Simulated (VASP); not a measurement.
Input:

```
CsI
1.0
    4.57000     0.00000     0.00000
    0.00000     4.57000     0.00000
    0.00000     0.00000     4.57000
Cs I
1 1
Cartesian
  0.01254   0.00064   0.03550
  2.27246   2.28436   2.24950
```

Calculation: PBE GGA, VASP's PBE PAW potentials (set 64) (plane waves; VASP). Numerical set-up: 300 eV cut-off, 4×4×4 Γ-centred mesh, Fermi-Dirac smearing of 0.020 eV, potentials Cs_sv I.

At this cut-off the stress carries a Pulay error, which pulls relaxed volumes low.

Q: Which forces act on the atoms, in eV/Å?

A: 
```tsv
atom	Fx	Fy	Fz
Cs1	-0.020	-0.001	-0.056
I2	0.020	0.001	0.056
```

Q: Give the stress tensor in GPa (positive for a compressed cell).

A: 
```
0.77  0.00  0.01
0.00  0.77  0.00
0.01  0.00  0.76
```
The pressure is its mean diagonal, 0.77 GPa.

The structure is a typed CsI crystal. The cell was not relaxed at this level, atoms are displaced from their ideal sites.
